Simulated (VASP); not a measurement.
A convergence study with VASP on Ga (alpha): one setting is varied, all else stays as given below, so the limit is that of these other settings.

```xyz
4
Lattice="2.2600 -3.8300 0.0000 2.2600 3.8300 0.0000 0.0000 0.0000 4.5300" Properties=species:S:1:pos:R:3 pbc="T T T"
Ga     2.2600     2.6435     4.1631
Ga     2.2600     1.1865     1.8981
Ga     2.2600    -1.1865     2.6319
Ga     2.2600    -2.6435     0.3669
```

The numbers are results of PBE GGA, VASP's PBE PAW potentials (set 64) (plane waves; VASP), not measurements. The tightest run used: 550 eV cut-off, 12×12×11 Monkhorst-Pack mesh, first-order Methfessel-Paxton smearing of 0.10 eV, potentials Ga_d.

| setting | E (eV/atom) | pressure (GPa) | largest force (eV/Å) | irreducible k-points |
|---|---|---|---|---|
| 1×1×1 mesh | -0.7890 | 24.27 | 1.129 | 1 |
| 2×2×2 mesh | -2.9435 | 0.30 | 0.363 | 2 |
| 3×3×3 mesh | -2.9084 | 2.31 | 0.206 | 8 |
| 4×4×4 mesh | -2.9089 | 1.85 | 0.156 | 12 |
| 5×5×4 mesh | -2.8813 | 1.69 | 0.095 | 18 |

**Question.** These are the cheaper rows. Estimate the results at 12×12×11 mesh, and how far the last row shown lies from them.

**Answer.** 
```
quantity              tightest run  last row shown is off by
--------------------  ------------  ------------------------
E (eV/atom)                -2.9032                    0.0219
pressure (GPa)                1.96                     -0.27
largest force (eV/Å)         0.140                    -0.045
```

Left out are rungs that failed or repeat a setting and relaxations that didn't move; long series are thinned to 24 rows.

The compound is Ga in the alpha structure. The cell was not relaxed at this level, forces remain on its atoms.
